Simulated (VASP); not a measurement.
## O on Ag(100): which site?

Where does O sit on Ag(100), and how strongly does it bind?

Main program and level: VASP 6.6.1; RPBE; plane waves and PAW (Ag), in the first sound run; inputs show where later runs differ.

## Step 1: The starting structure

The structure is cubic, space group Fm-3m (No. 225). Conventional cell: a = 4.090 Å, b = 4.090 Å, c = 4.090 Å, α = 90.00°, β = 90.00°, γ = 90.00°. Nearest to Ag lie 12 Ag at 2.89 Å.

Structure file:

```cif
data_structure
_symmetry_space_group_name_H-M 'Fm-3m'
_symmetry_Int_Tables_number 225
_cell_length_a 4.0900
_cell_length_b 4.0900
_cell_length_c 4.0900
_cell_angle_alpha 90.000
_cell_angle_beta 90.000
_cell_angle_gamma 90.000
_cell_volume 68.42
loop_
_atom_site_label
_atom_site_type_symbol
_atom_site_symmetry_multiplicity
_atom_site_Wyckoff_symbol
_atom_site_fract_x
_atom_site_fract_y
_atom_site_fract_z
_atom_site_occupancy
Ag1 Ag 4 a 0.00000 0.00000 0.00000 1
```

## Step 2: The bulk reference, job relaxation, k-mesh 16×16×16

The bulk crystal is relaxed first, so that the slabs are cut at this functional's lattice.

Input file INCAR:

```
SYSTEM = Ag
PREC = Accurate
ENCUT = 570
EDIFF = 1E-06
NELM = 120
ISMEAR = 1
SIGMA = 0.15
LREAL = .FALSE.
ALGO = Normal
GGA = RP
NBANDS = 11
LASPH = .TRUE.
LORBIT = 11
LWAVE = .FALSE.
LCHARG = .FALSE.
KPAR = 4
IBRION = 2
NSW = 30
ISIF = 3
EDIFFG = -0.01
POTIM = 0.4
```

Input file POSCAR:

```
Ag
1.0
    0.0000000000      2.0450000000      2.0450000000
    2.0450000000      0.0000000000      2.0450000000
    2.0450000000      2.0450000000      0.0000000000
Ag
1
Direct
    0.0000000000      0.0000000000      0.0000000000
```

Input file KPOINTS:

```
Automatic mesh
0
Gamma
16 16 16
0 0 0
```

Potentials, in the order of the species: Ag (PBE family, release 64).

Launch:

```bash
> mpirun -np 4 vasp_std
```

Log:

```text
[banner, memory and clock lines left out]
running    4 mpi-ranks, on    1 nodes
 distrk:  each k-point on    1 cores,    4 groups
 distr:  one band on    1 cores,    1 groups

 POSCAR found type information on POSCAR Ag
 POSCAR found :  1 types and       1 ions
|                                                                             |
|               ----> ADVICE to this user running VASP <----                  |
|                                                                             |
|     You enforced a specific xc type in the INCAR file but a different       |
|     [... a line on the potential file left out ...]
|     I HOPE YOU KNOW WHAT YOU ARE DOING!                                     |
|                                                                             |

 LDA part: xc-table for (Slater+PW92), standard interpolation
 POSCAR, INCAR and KPOINTS ok, starting setup
 FFT: planning ... GRIDC
 FFT: planning ... GRID_SOFT
 FFT: planning ... GRID
 WAVECAR not read
 entering main loop
       N       E                     dE             d eps       ncg     rms          rms(c)
DAV:   1     0.531290097845E+02    0.53129E+02   -0.59232E+03  3214   0.974E+02
DAV:   2    -0.162823425313E+01   -0.54757E+02   -0.52029E+02  3535   0.206E+02
DAV:   3    -0.236296113611E+01   -0.73473E+00   -0.73442E+00  3672   0.259E+01
DAV:   4    -0.236516165248E+01   -0.22005E-02   -0.22004E-02  3496   0.146E+00
DAV:   5    -0.236517949070E+01   -0.17838E-04   -0.17839E-04  3606   0.121E-01    0.505E+00
DAV:   6    -0.217294263593E+01    0.19224E+00   -0.77050E-01  3391   0.845E+00    0.339E+00
DAV:   7    -0.216610251582E+01    0.68401E-02   -0.11535E-02  3598   0.108E+00    0.188E+00
DAV:   8    -0.216412851732E+01    0.19740E-02   -0.97835E-04  3449   0.282E-01    0.848E-02
DAV:   9    -0.216413826349E+01   -0.97462E-05   -0.10162E-05  3639   0.278E-02    0.263E-02
DAV:  10    -0.216414807889E+01   -0.98154E-05   -0.81315E-06  3414   0.320E-02    0.692E-03
DAV:  11    -0.216414745401E+01    0.62488E-06   -0.12457E-07  1925   0.342E-03
   1 F= -.21641475E+01 E0= -.21640003E+01  d E =-.216415E+01
 curvature:   0.00 expect dE= 0.000E+00 dE for cont linesearch  0.000E+00
 trial: gam= 0.00000 g(F)=  0.000E+00 g(S)=  0.895E-01 ort = 0.000E+00 (trialstep = 0.100E+01)
 search vector abs. value=  0.895E-01
 bond charge predicted
       N       E                     dE             d eps       ncg     rms          rms(c)
DAV:   1    -0.366017078999E+01   -0.14960E+01   -0.25402E+01  3331   0.558E+01    0.911E+00
DAV:   2    -0.226518082235E+01    0.13950E+01   -0.44059E+00  3295   0.199E+01    0.325E+00
DAV:   3    -0.220959381370E+01    0.55587E-01   -0.17716E-01  3735   0.386E+00    0.240E+00
DAV:   4    -0.220021582796E+01    0.93780E-02   -0.10826E-02  3354   0.107E+00    0.375E-01
DAV:   5    -0.219965281549E+01    0.56301E-03   -0.23979E-03  3548   0.373E-01    0.380E-02
DAV:   6    -0.219967925922E+01   -0.26444E-04   -0.36122E-05  3426   0.713E-02    0.591E-03
DAV:   7    -0.219967923418E+01    0.25040E-07   -0.16835E-06  2270   0.122E-02
   2 F= -.21996792E+01 E0= -.21997401E+01  d E =-.355318E-01
 trial-energy change:   -0.035532  1 .order   -0.039332   -0.089498    0.010834
 step:   0.8656(harm=  0.8920)  dis= 0.00000  next Energy=    -2.200417 (dE=-0.363E-01)
 bond charge predicted
       N       E                     dE             d eps       ncg     rms          rms(c)
DAV:   1    -0.222836493826E+01   -0.28686E-01   -0.45522E-01  3340   0.716E+00    0.111E+00
DAV:   2    -0.220096523565E+01    0.27400E-01   -0.11575E-01  3307   0.316E+00    0.319E-01
DAV:   3    -0.220049115630E+01    0.47408E-03   -0.85546E-04  3595   0.259E-01    0.214E-01
DAV:   4    -0.220036003671E+01    0.13112E-03   -0.21176E-04  3363   0.115E-01    0.150E-02
DAV:   5    -0.220035975673E+01    0.27998E-06   -0.11928E-06  3496   0.916E-03
   3 F= -.22003598E+01 E0= -.22003729E+01  d E =-.362123E-01
 curvature:  -0.42 expect dE=-0.316E-05 dE for cont linesearch -0.316E-05
 trial: gam= 0.00000 g(F)=  0.155E-65 g(S)=  0.753E-05 ort =-0.821E-03 (trialstep = 0.973E+00)
 search vector abs. value=  0.753E-05
 reached required accuracy - stopping structural energy minimisation
```

The job ended after 24 s (4 MPI ranks of AMD EPYC 7R43, shared host; peak memory 0.51 GiB; 92 s of CPU time).

The logs omit lines about the potential files and the build; timing stands in the text.

From OUTCAR (step 2):

```text
ion  position               nearest neighbor table
   1  0.000  0.000  0.000-

  LATTYP: Found a face centered cubic cell.
 ALAT       =     4.0900000000

 Subroutine GETGRP returns: Found 48 space group operations
 (whereof 48 operations were pure point group operations)

The static configuration has the point symmetry O_h .

 Found    145 irreducible k-points:

   k-points           NKPTS =    145   k-points in BZ     NKDIM =    145   number of bands    NBANDS=     11

   dimension x,y,z NGX =    24 NGY =   24 NGZ =   24
   dimension x,y,z NGXF=    48 NGYF=   48 NGZF=   48

   ENCUT  =  570.0 eV  41.89 Ry    6.47 a.u.   5.63  5.63  5.63*2*pi/ulx,y,z

   NELECT =      11.0000    total number of electrons

 k-points in reciprocal lattice and weights: Automatic mesh
   0.00000000  0.00000000  0.00000000       0.000
   0.06250000  0.00000000  0.00000000       0.002
   0.12500000  0.00000000  0.00000000       0.002
   0.18750000  0.00000000  0.00000000       0.002
   0.25000000  0.00000000  0.00000000       0.002
   0.31250000  0.00000000  0.00000000       0.002
   0.37500000  0.00000000  0.00000000       0.002
   0.43750000  0.00000000  0.00000000       0.002
   0.50000000  0.00000000  0.00000000       0.001
[...]
-0.31250000  0.50000000  0.18750000       0.003
  -0.25000000  0.50000000  0.25000000       0.001

 average (electrostatic) potential at core
       1 -71.6830

 E-fermi :   7.3713

 k-point     1 :       0.0000    0.0000    0.0000
  band No.  band energies     occupation
    ...
      2       2.8693      2.00000
      3       2.8693      2.00000
      4       2.8693      2.00000
      5       3.7434      2.00000
      6       3.7434      2.00000
      7      23.1755      0.00000
      8      26.2659      0.00000
      9      26.2659      0.00000
     10      26.2659      0.00000
     11      30.7898      0.00000

 k-point     2 :       0.0625    0.0000    0.0000
  band No.  band energies     occupation
    ...
      2       2.8463      2.00000
      3       2.8984      2.00000
      4       2.8984      2.00000
      5       3.7329      2.00000
      6       3.7329      2.00000
      7      23.1517      0.00000
      8      25.2445      0.00000
      9      26.2786      0.00000
     10      26.2786      0.00000
     11      30.6575      0.00000

 k-point     3 :       0.1250    0.0000    0.0000
  band No.  band energies     occupation
    ...
      2       2.8000      2.00000
      3       2.9705      2.00000
      4       2.9705      2.00000
      5       3.7161      2.00000
      6       3.7161      2.00000
      7      22.3543      0.00000
      8      24.0617      0.00000
      9      26.2874      0.00000
     10      26.2874      0.00000
     11      29.7825      0.00000

  Total       -0.0080623     -0.0080623     -0.0080623      0.0000000      0.0000000      0.0000000
  in kB       -0.6923780     -0.6923780     -0.6923780      0.0000000      0.0000000      0.0000000
  external PRESSURE =      -0.6923780 kB  Pullay stress =       0.0000000 kB

  energy-cutoff  :      570.00
  volume of cell :       18.66
      direct lattice vectors                 reciprocal lattice vectors
     0.000000000  2.105062775  2.105062775    -0.237522608  0.237522608  0.237522608
     2.105062775  0.000000000  2.105062775     0.237522608 -0.237522608  0.237522608
     2.105062775  2.105062775  0.000000000     0.237522608  0.237522608 -0.237522608

 POSITION                                       TOTAL-FORCE (eV/Angst)
 -----------------------------------------------------------------------------------
      0.00000      0.00000      0.00000         0.000000      0.000000     -0.000000
 -----------------------------------------------------------------------------------
    total drift:                                0.000000     -0.000000     -0.000000

  FREE ENERGIE OF THE ION-ELECTRON SYSTEM (eV)
  ---------------------------------------------------
  free  energy   TOTEN  =        -2.2003597567 eV

  energy  without entropy=       -2.2003990992  energy(sigma->0) =       -2.20037287

 reached required accuracy - stopping structural energy minimisation

 total charge
# of ion       s       p       d       tot
------------------------------------------
    1        0.397   0.245   9.166   9.808

[... 3 further parts left out ...]
```

CONTCAR:

```
Ag
   1.00000000000000
     0.0000000000000000    2.1050627745195367    2.1050627745195367
     2.1050627745195367    0.0000000000000000    2.1050627745195367
     2.1050627745195367    2.1050627745195367    0.0000000000000000
  Ag
     1
Direct
     0.0000000000000000    0.0000000000000000    0.0000000000000000
```

This run has no spin polarisation. Its electron count is odd, so without a moment it is a metal by construction. The PAW data sets were made with PBE, which is usual practice but a small mismatch for other functionals. After so large a change of volume the plane waves of the start cell no longer fit, so the final stress carries a basis-set error. The run keeps the 48 symmetry operations of its start, so it cannot find a distortion of lower symmetry.

The steps of the relaxation:

| step | energy less that of the first step (eV) | largest force (eV/Å) | pressure (GPa) | volume (Å³) |
| --- | --- | --- | --- | --- |
| 1 | 0.0000 | 0.0000 | 8.24 | 17.10 |
| 2 | -0.0355 | 0.0000 | -0.90 | 18.91 |
| 3 | -0.0362 | 0.0000 | -0.07 | 18.66 |

| conventional cell, symmetrised | before | after | change |
| --- | --- | --- | --- |
| a (Å) | 4.090 | 4.210 | +2.9 % |
| b (Å) | 4.090 | 4.210 | +2.9 % |
| c (Å) | 4.090 | 4.210 | +2.9 % |
| volume (Å³/atom) | 17.10 | 18.66 | +9.1 % |

Final coordinates:

```xyz
1
Lattice="0.0000 2.1051 2.1051 2.1051 0.0000 2.1051 2.1051 2.1051 0.0000" Properties=species:S:1:pos:R:3 pbc="T T T"
Ag    0.0000    0.0000    0.0000
```

This step gave:

* electronic cycles: 23
* electrons: 11
* free energy (TOTEN): -2.200 eV
* Fermi energy: 7.371 eV
* metallic: yes

The run ended after 3 ionic steps, 0.036 eV below its first step, once forces and stress met EDIFFG = -0.01.

Energy at zero smearing: -2.20037 eV.

## Step 3: The bulk reference, job self-consistent run, k-mesh 19×19×19

Input file INCAR:

```
SYSTEM = Ag
PREC = Normal
ENCUT = 440
EDIFF = 1E-06
NELM = 120
ISMEAR = 1
SIGMA = 0.15
LREAL = .FALSE.
ALGO = Fast
GGA = RP
NBANDS = 11
LASPH = .TRUE.
LORBIT = 11
LWAVE = .FALSE.
LCHARG = .FALSE.
KPAR = 4
```

Input file POSCAR:

```
Ag
1.0
    0.0000000000      2.1050627745      2.1050627745
    2.1050627745      0.0000000000      2.1050627745
    2.1050627745      2.1050627745      0.0000000000
Ag
1
Direct
    0.0000000000      0.0000000000      0.0000000000
```

Input file KPOINTS:

```
Automatic mesh
0
Gamma
19 19 19
0 0 0
```

Launch:

```bash
> mpirun -np 4 vasp_std
```

Log:

```text
[banner, memory and clock lines left out]
running    4 mpi-ranks, on    1 nodes
[...]
[... a notice as in an earlier step ...]

 LDA part: xc-table for (Slater+PW92), standard interpolation
 POSCAR, INCAR and KPOINTS ok, starting setup
[...]
entering main loop
       N       E                     dE             d eps       ncg     rms          rms(c)
DAV:   1     0.439869103507E+02    0.43987E+02   -0.49677E+03  5040   0.773E+02
DAV:   2    -0.179275020292E+01   -0.45780E+02   -0.43266E+02  5413   0.179E+02
DAV:   3    -0.236813010409E+01   -0.57538E+00   -0.57515E+00  5504   0.221E+01
DAV:   4    -0.236988416305E+01   -0.17541E-02   -0.17540E-02  5260   0.127E+00
[...]
RMM:   9    -0.219698521700E+01    0.22750E-04   -0.82374E-05  5460   0.854E-02    0.744E-02
RMM:  10    -0.219699427854E+01   -0.90615E-05   -0.16229E-05  5178   0.357E-02    0.110E-02
RMM:  11    -0.219699512617E+01   -0.84763E-06   -0.23524E-06  4261   0.141E-02
   1 F= -.21969951E+01 E0= -.21968942E+01  d E =-.302753E-03
```

Run time: 7 s. Hardware: 4 MPI ranks; peak memory 0.43 GiB; 24 s of CPU time.

Parts of OUTCAR (step 3):

```text
  Total        0.0196635      0.0196635      0.0196635     -0.0000000      0.0000000      0.0000000
  in kB        1.6886733      1.6886733      1.6886733     -0.0000000      0.0000000      0.0000000
  external PRESSURE =       1.6886733 kB  Pullay stress =       0.0000000 kB

 POSITION                                       TOTAL-FORCE (eV/Angst)
 -----------------------------------------------------------------------------------
      0.00000      0.00000      0.00000        -0.000000      0.000000      0.000000
 -----------------------------------------------------------------------------------
    total drift:                                0.000000      0.000000      0.000000

  FREE ENERGIE OF THE ION-ELECTRON SYSTEM (eV)
  ---------------------------------------------------
  free  energy   TOTEN  =        -2.1969951262 eV

  energy  without entropy=       -2.1966923727  energy(sigma->0) =       -2.19689421

[... 3 further parts left out ...]
[key lines of the parts left out:]
E-fermi :   7.4644
```

This step gave:

* electronic cycles: 11
* free energy (TOTEN): -2.197 eV
* energy at zero smearing: -2.197 eV
* Fermi energy: 7.464 eV

Energy at zero smearing: -2.19689 eV.

The run ends at a pressure of 0.17 GPa.

(Continued in part 2 of 7.)

[Lines on the potential files, build, host, timing and source positions are cut from VASP's logs without a mark.]

[Logs are printed without paths, hosts, clocks, repeated set-up lines and the standing remarks that a program may print on its own settings, such as how far it seeks lower states.]

[Hosts, paths, dates, database ids (printed as entryN), source tags and the programs' standing remarks are cut or masked in the printed files.]

[Runs that stopped without an error message from VASP are left out.]
